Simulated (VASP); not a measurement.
Input:

```
CELL_PARAMETERS angstrom
      0.00000     2.26484     2.26484
      2.26484     0.00000     2.26484
      2.26484     2.26484     0.00000
ATOMIC_POSITIONS crystal
  Pt 0.00000 0.00000 0.00000
  B  0.50000 0.50000 0.50000
```

These are PBE GGA, VASP's PBE PAW potentials (set 64) (plane waves; VASP 6.6.1) values and carry that method's errors. Run with 520 eV cut-off, Gaussian smearing of 0.050 eV, potentials Pt B.

Unless said otherwise, spin-orbit coupling is left out, though it shifts the bands of the heavy elements here.

### Question
Estimate the band gap (along the path) with the smallest direct gap where there is one.

### Answer

```
Quantity                                                      Value
-------------------------  ----------------------------------------
band gap (along the path)  none (metal, semimetal or under 0.01 eV)
```

The structure was generated: PtB was put into the rock salt type (Fm-3m), which need not be its known phase. It was relaxed first, which changed the volume by -13 %. The electron count is odd and the run is not spin-polarised, which forces a metal.
